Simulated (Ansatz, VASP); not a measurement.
# Cross-check of Ba2CeSnO6 between VASP and Ansatz

One calculation is typed for both programs; each brings its own data sets. How far apart do they land? The cell is taken from a series of runs on this material, whose earlier steps may have relaxed, scaled, displaced or heated it; both programs get it as it stands.

Method: plane waves, with VASP 6.6.1 beside it; G0W0 gap at PBE, DFT+U, in Ansatz 0.2.0.

In doubt: one-shot GW on d or f shells is unsure (step 3), so the values of those runs are not to be relied on.

## 1. The structure

The structure is cubic, space group Fm-3m (No. 225). The conventional cell has a = 8.659 Å, b = 8.659 Å, c = 8.659 Å, α = 90.00°, β = 90.00°, γ = 90.00°. Ba has 12 O at 3.06 Å nearest. Nearest to Ce lie 6 O at 2.23 Å. Nearest to Sn lie 6 O at 2.10 Å. Nearest to O lie 1 Sn at 2.10 Å and 1 Ce at 2.23 Å and 4 Ba at 3.06 Å. Farther neighbours and most contacts between anions are not listed.

Structure file:

```cif
data_structure
_symmetry_space_group_name_H-M 'P 1'
_symmetry_Int_Tables_number 1
_cell_length_a 6.1228
_cell_length_b 6.1228
_cell_length_c 6.1228
_cell_angle_alpha 60.000
_cell_angle_beta 60.000
_cell_angle_gamma 60.000
_cell_volume 162.31
loop_
_atom_site_label
_atom_site_type_symbol
_atom_site_fract_x
_atom_site_fract_y
_atom_site_fract_z
_atom_site_occupancy
Ba1 Ba 0.25000 0.25000 0.25000 1
Ba2 Ba 0.75000 0.75000 0.75000 1
Ce3 Ce 0.00000 0.00000 0.00000 1
Sn4 Sn 0.50000 0.50000 0.50000 1
O5 O 0.74213 0.25787 0.25787 1
O6 O 0.25787 0.74213 0.74213 1
O7 O 0.25787 0.74213 0.25787 1
O8 O 0.74213 0.25787 0.74213 1
O9 O 0.25787 0.25787 0.74213 1
O10 O 0.74213 0.74213 0.25787 1
```

## 2. VASP: G0W0 gap, PBE, DFT+U

Quasiparticle shifts depend on high empty states and on the cores, so they are the hardest test of two PAW sets.

Lines of VASP's logs that name or quote its potential files are left out, and so is its time.

The run reads the wave functions of an earlier VASP run, which isn't shown here.

INCAR

```
SYSTEM = Ba2CeSnO6
PREC = Accurate
ENCUT = 440
ISMEAR = 0
SIGMA = 0.01
LREAL = .FALSE.
GGA = PE
NBANDS = 718
LASPH = .TRUE.
LMAXMIX = 6
ALGO = EVGW0
NELMGW = 1
ENCUTGW = 150
NOMEGA = 64
PRECFOCK = Fast
NBANDSGW = 49
LWAVE = .FALSE.
LCHARG = .FALSE.
```

POSCAR

```
Ba2CeSnO6
1.0
    0.0000000000      4.3294890400      4.3294890400
    4.3294890400      0.0000000000      4.3294890400
    4.3294890400      4.3294890400      0.0000000000
Ba Ce Sn O
2 1 1 6
Direct
    0.2500000000      0.2500000000      0.2500000000
    0.7500000000      0.7500000000      0.7500000000
    0.0000000000      0.0000000000      0.0000000000
    0.5000000000      0.5000000000      0.5000000000
    0.7421251800      0.2578748200      0.2578748200
    0.2578748200      0.7421251800      0.7421251800
    0.2578748200      0.7421251800      0.2578748200
    0.7421251800      0.2578748200      0.7421251800
    0.2578748200      0.2578748200      0.7421251800
    0.7421251800      0.7421251800      0.2578748200
```

KPOINTS

```
Automatic mesh
0
Gamma
2 2 2
0 0 0
```

PAW data sets: Ba_sv_GW, Ce_GW, Sn_d_GW and O_GW (PBE family, release 64).

Launch:

```console
$ export OMP_NUM_THREADS=4
$ mpirun -np 1 vasp_std
```

Numbers of over 12 decimals in the logs are rounded to 6 here.

The log of the run:

```text
[banner, memory and clock lines left out]
running    1 mpi-ranks, on    1 nodes
 distrk:  each k-point on    1 cores,    1 groups
 distr:  one band on    1 cores,    1 groups
 Offloading initialized ...    1 GPUs detected
 POSCAR found type information on POSCAR BaCeSnO
 POSCAR found :  4 types and      10 ions
|                                                                             |
|           W    W    AA    RRRRR   N    N  II  N    N   GGGG   !!!           |
|           W    W   A  A   R    R  NN   N  II  NN   N  G    G  !!!           |
|           W    W  A    A  R    R  N N  N  II  N N  N  G       !!!           |
|           W WW W  AAAAAA  RRRRR   N  N N  II  N  N N  G  GGG   !            |
|           WW  WW  A    A  R   R   N   NN  II  N   NN  G    G                |
|           W    W  A    A  R    R  N    N  II  N    N   GGGG   !!!           |
|                                                                             |
|     The default for ENCUTGWSOFT is different in this version of VASP.       |
|     please manually set ENCUTGWSOFT =150 in the INCAR file.                 |
|                                                                             |

 LDA part: xc-table for (Slater+PW92), standard interpolation
 found WAVECAR, reading the header
 POSCAR, INCAR and KPOINTS ok, starting setup
 FFT: planning ... GRIDC
 FFT: planning ... GRID_SOFT
 FFT: planning ... GRID
 reading WAVECAR
 the WAVECAR file was read successfully
 initial charge from wavefunction
 available memory per node:   1596.77 GB, setting MAXMEM to   1635087

 The Fermi energy was updated, please check that it is located mid-gap
 values below the HOMO (VB) or above the LUMO (CB) will cause erroneous energies
 E-fermi :   5.6751

 calculate exact exchange contribution
 the WAVEDER file was read successfully
energies w=
    0.000    0.000    0.855    0.000    1.709    0.000    2.559    0.000
    3.403    0.000    4.240    0.000    5.069    0.000    5.888    0.000
    6.697    0.000    7.496    0.000    8.283    0.000    9.060    0.000
    9.826    0.000   10.582    0.000   11.328    0.000   12.066    0.000
   12.796    0.000   13.519    0.000   14.236    0.000   14.950    0.000
   15.661    0.000   16.370    0.000   17.079    0.000   17.790    0.000
   18.505    0.000   19.225    0.000   19.952    0.000   20.688    0.000
   21.435    0.000   22.197    0.000   22.974    0.000   23.771    0.000
   24.590    0.000   25.435    0.000   26.308    0.000   27.216    0.000
   28.161    0.000   29.150    0.000   30.189    0.000   31.284    0.000
   32.442    0.000   33.676    0.000   34.993    0.000   36.407    0.000
   37.934    0.000   39.590    0.000   41.399    0.000   43.385    0.000
   45.582    0.000   48.029    0.000   50.777    0.000   53.889    0.000
   57.449    0.000   61.564    0.000   66.381    0.000   72.098    0.000
   78.997    0.000   87.486    0.000   98.181    0.000  112.063    0.000
  130.785    0.000  157.373    0.000  198.025    0.000  267.751    0.000
 responsefunction array rank=     700
 LDA part: xc-table for (Slater+PW92), standard interpolation

 min. memory requirement per mpi rank   1501.1 MB, per node   1501.1 MB

 allocating  64 responsefunctions rank=   700
 shmem allocating  64 responsefunctions rank=   700
 response function shared by NCSHMEM nodes    1
 Doing            64  frequencies on each core in blocks of            64
NQ=   1    0.0000    0.0000    0.0000,
|.........|.........|.........|.........|.........|.........|.........|.........
 performed        655000 updates of chi_q(r,r)
 total number of BLAS operations       2180.65 Gflops
NQ=   2    0.5000    0.0000    0.0000,
|.........|.........|.........|.........|.........|.........|.........|.........
 performed       1662000 updates of chi_q(r,r)
 total number of BLAS operations       6128.18 Gflops
NQ=   3    0.5000    0.5000    0.0000,
|.........|.........|.........|.........|.........|.........|.........|.........
 performed       2598000 updates of chi_q(r,r)
 total number of BLAS operations       9716.45 Gflops
 resolving degeneracies of screened two electron integrals

 calculate QP shifts <psi_nk| G(iteration)W_0 |psi_nk>: iteration 1
 entering main loop
```

From OUTCAR (step 2):

```text
ion  position               nearest neighbor table
   1  0.250  0.250  0.250-
   2  0.750  0.750  0.750-
   3  0.000  0.000  0.000-   5 2.23   6 2.23   7 2.23   8 2.23   9 2.23  10 2.23
   4  0.500  0.500  0.500-   5 2.10   6 2.10   7 2.10   8 2.10   9 2.10  10 2.10
   5  0.742  0.258  0.258-   4 2.10   3 2.23
   6  0.258  0.742  0.742-   4 2.10   3 2.23
   7  0.258  0.742  0.258-   4 2.10   3 2.23
   8  0.742  0.258  0.742-   4 2.10   3 2.23
   9  0.258  0.258  0.742-   4 2.10   3 2.23
  10  0.742  0.742  0.258-   4 2.10   3 2.23

  LATTYP: Found a face centered cubic cell.
 ALAT       =     8.6589780800

 Subroutine GETGRP returns: Found 48 space group operations
 (whereof 48 operations were pure point group operations)

The static configuration has the point symmetry O_h .

 Found      3 irreducible k-points:

   k-points           NKPTS =      3   k-points in BZ     NKDIM =      8   number of bands    NBANDS=    718

   dimension x,y,z NGX =    42 NGY =   42 NGZ =   42
   dimension x,y,z NGXF=    84 NGYF=   84 NGZF=   84

   ENCUT  =  440.0 eV  32.34 Ry    5.69 a.u.  10.47 10.47 10.47*2*pi/ulx,y,z

   NELECT =      82.0000    total number of electrons

  energy-cutoff  :      440.00
  volume of cell :      162.31
      direct lattice vectors                 reciprocal lattice vectors
     0.000000000  4.329489040  4.329489040    -0.115487069  0.115487069  0.115487069
     4.329489040  0.000000000  4.329489040     0.115487069 -0.115487069  0.115487069
     4.329489040  4.329489040  0.000000000     0.115487069  0.115487069 -0.115487069

 k-points in reciprocal lattice and weights: Automatic mesh
   0.00000000  0.00000000  0.00000000       0.125
   0.50000000  0.00000000  0.00000000       0.500
   0.50000000  0.50000000  0.00000000       0.375

 E-fermi :   5.6751

 QP shifts <psi_nk| G(iteration)W_0 |psi_nk>: iteration 1
 for sc-GW calculations column KS-energies equals QP-energies in previous step
 and V_xc(KS)=  KS-energies - (<T + V_ion + V_H > + <T+V_H+V_ion>^1  + <V_x>^1)
 k-point   1 :       0.0000    0.0000    0.0000
  band No.  KS-energies  QP-energies   sigma(KS)   V_xc(KS)     V^pw_x(r,r')   Z            occupation Imag(sigma)
    ...
     38       3.5927       3.0816     -19.2605     -18.5478     -23.3124       0.7173       2.0000       0.1493
     39       4.2856       3.7146     -20.0312     -19.2415     -24.5587       0.7231       2.0000       0.1490
     40       4.2856       3.7146     -20.0312     -19.2415     -24.5587       0.7231       2.0000       0.1490
     41       4.2856       3.7146     -20.0312     -19.2415     -24.5587       0.7231       2.0000       0.1490
     42       7.1836       8.5771     -12.7789     -15.2861      -2.2471       0.5558       0.0000      -0.4217
     43       7.3388       8.8214     -13.1838     -15.8127      -3.0829       0.5639       0.0000      -0.4137
     44       7.3388       8.8214     -13.1838     -15.8127      -3.0829       0.5639       0.0000      -0.4137
     45       7.3388       8.8214     -13.1838     -15.8127      -3.0829       0.5639       0.0000      -0.4137
    ...

 k-point   2 :       0.5000    0.0000    0.0000
  band No.  KS-energies  QP-energies   sigma(KS)   V_xc(KS)     V^pw_x(r,r')   Z            occupation Imag(sigma)
    ...
     38       3.7602       3.1634     -19.1758     -18.3451     -23.4543       0.7185       2.0000       0.1536
     39       3.7687       3.1323     -19.4482     -18.5646     -24.0356       0.7203       2.0000       0.1596
     40       4.0802       3.6624     -19.8990     -19.3307     -23.6247       0.7351       2.0000       0.1272
     41       4.0802       3.6624     -19.8990     -19.3307     -23.6247       0.7351       2.0000       0.1272
     42       7.0645       8.7049     -13.1971     -15.9388      -4.2299       0.5983       0.0000      -0.3388
     43       7.1779       8.6098     -12.7604     -15.2555      -2.2792       0.5739       0.0000      -0.4182
     44       7.2996       8.8072     -13.0390     -15.6707      -2.9313       0.5728       0.0000      -0.4079
     45       7.2996       8.8072     -13.0390     -15.6707      -2.9313       0.5728       0.0000      -0.4079
    ...

 k-point   3 :       0.5000    0.5000    0.0000
  band No.  KS-energies  QP-energies   sigma(KS)   V_xc(KS)     V^pw_x(r,r')   Z            occupation Imag(sigma)
    ...
     38       3.4932       2.9014     -18.9624     -18.1484     -23.0761       0.7271       2.0000       0.1517
     39       3.6886       3.1119     -19.2982     -18.5035     -23.4596       0.7257       2.0000       0.1487
     40       3.6886       3.1119     -19.2982     -18.5035     -23.4596       0.7257       2.0000       0.1487
     41       4.2430       3.6635     -19.9141     -19.1112     -24.4073       0.7218       2.0000       0.1492
     42       7.1792       8.5791     -12.7614     -15.2566      -2.2776       0.5610       0.0000      -0.4187
     43       7.2553       8.8815     -13.1335     -15.8930      -3.7798       0.5893       0.0000      -0.3735
     44       7.2708       8.8273     -13.0593     -15.7216      -3.1233       0.5846       0.0000      -0.3983
     45       7.2708       8.8273     -13.0593     -15.7216      -3.1233       0.5846       0.0000      -0.3983
    ...
```

This run has no spin polarisation, so a moment on Ce, if there is one, isn't seen.

[end of part 1 of 2]

[Lines on the potential files, build, host, timing and source positions are cut from VASP's logs without a mark.]

[Logs are printed without paths, hosts, clocks, repeated set-up lines and the standing remarks that a program may print on its own settings, such as how far it seeks lower states.]

[Hosts, paths, dates, database ids (printed as entryN), source tags and the programs' standing remarks are cut or masked in the printed files.]
